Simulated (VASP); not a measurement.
An input for Quantum ESPRESSO's pw.x (written as the equivalent of a VASP run, and not itself run):

```
&CONTROL
  calculation = 'scf'
  pseudo_dir = './pseudo'
  outdir = './out'
  tprnfor = .true.
  tstress = .true.
/
&SYSTEM
  ibrav = 0
  nat = 20
  ntyp = 1
  ecutwfc = 58
  occupations = 'smearing'
  smearing = 'gaussian'
  degauss = 0.00735
  input_dft = 'pz'
/
&ELECTRONS
  conv_thr = 7.3e-08
  electron_maxstep = 100
/
ATOMIC_SPECIES
  Hf 178.490 Hf.upf
CELL_PARAMETERS angstrom
     5.3771810    0.0000000    0.0000000
     0.0000000    9.9888050    0.0000000
     0.0000000    0.0000000   34.3644040
ATOMIC_POSITIONS crystal
  Hf   0.9166670  0.0000000  0.4073980
  Hf   0.9166670  0.5000000  0.4073980
  Hf   0.2500000  0.7500000  0.4073980
  Hf   0.5833330  0.2500000  0.4073980
  Hf   0.4166670  0.0000000  0.4536990
  Hf   0.4166670  0.5000000  0.4536990
  Hf   0.7500000  0.7500000  0.4536990
  Hf   0.0833330  0.2500000  0.4536990
  Hf   0.9166670  0.0000000  0.5000000
  Hf   0.9166670  0.5000000  0.5000000
  Hf   0.2500000  0.7500000  0.5000000
  Hf   0.5833330  0.2500000  0.5000000
  Hf   0.4166670  0.0000000  0.5463010
  Hf   0.4166670  0.5000000  0.5463010
  Hf   0.7500000  0.7500000  0.5463010
  Hf   0.0833330  0.2500000  0.5463010
  Hf   0.9166670  0.0000000  0.5926020
  Hf   0.9166670  0.5000000  0.5926020
  Hf   0.2500000  0.7500000  0.5926020
  Hf   0.5833330  0.2500000  0.5926020
K_POINTS automatic
  5 3 1 0 0 0
```

### Question
Translate this input to VASP (INCAR, KPOINTS, POSCAR, choice of POTCAR).

### Answer
This is not unique; one that fits is 
POSCAR:
```
Hf
1
    5.3771810000     0.0000000000     0.0000000000
    0.0000000000     9.9888050000     0.0000000000
    0.0000000000     0.0000000000    34.3644040000
Hf
20
Direct
  0.9166670000   0.0000000000   0.4073980000
  0.9166670000   0.5000000000   0.4073980000
  0.2500000000   0.7500000000   0.4073980000
  0.5833330000   0.2500000000   0.4073980000
  0.4166670000   0.0000000000   0.4536990000
  0.4166670000   0.5000000000   0.4536990000
  0.7500000000   0.7500000000   0.4536990000
  0.0833330000   0.2500000000   0.4536990000
  0.9166670000   0.0000000000   0.5000000000
  0.9166670000   0.5000000000   0.5000000000
  0.2500000000   0.7500000000   0.5000000000
  0.5833330000   0.2500000000   0.5000000000
  0.4166670000   0.0000000000   0.5463010000
  0.4166670000   0.5000000000   0.5463010000
  0.7500000000   0.7500000000   0.5463010000
  0.0833330000   0.2500000000   0.5463010000
  0.9166670000   0.0000000000   0.5926020000
  0.9166670000   0.5000000000   0.5926020000
  0.2500000000   0.7500000000   0.5926020000
  0.5833330000   0.2500000000   0.5926020000
```

**KPOINTS**
```
Automatic mesh
0
gamma
 5 3 1
```

INCAR:
```
ALGO  =  Normal
EDIFF  =  1E-6
ENCUT  =  300
ISIF  =  2
ISMEAR  =  0
LASPH  =  T
LCHARG  =  F
LMAXMIX  =  6
LREAL  =  Auto
LWAVE  =  F
NELM  =  100
PREC  =  Accurate
SIGMA  =  0.1
SYSTEM  =  Hf
```

POTCAR, in this order: Hf_pv (LDA.64 set). Program: vasp_std.

The two are equivalent in intent, not identical: the potentials are each code's own (VASP's PAW set, PseudoDojo norm-conserving files in pw.x), so ENCUT and ecutwfc are chosen apart and not converted; conv_thr bounds pw.x's estimated SCF error, while EDIFF bounds the energy change between steps.

The cell is a sheet with vacuum, built from a generated structure.
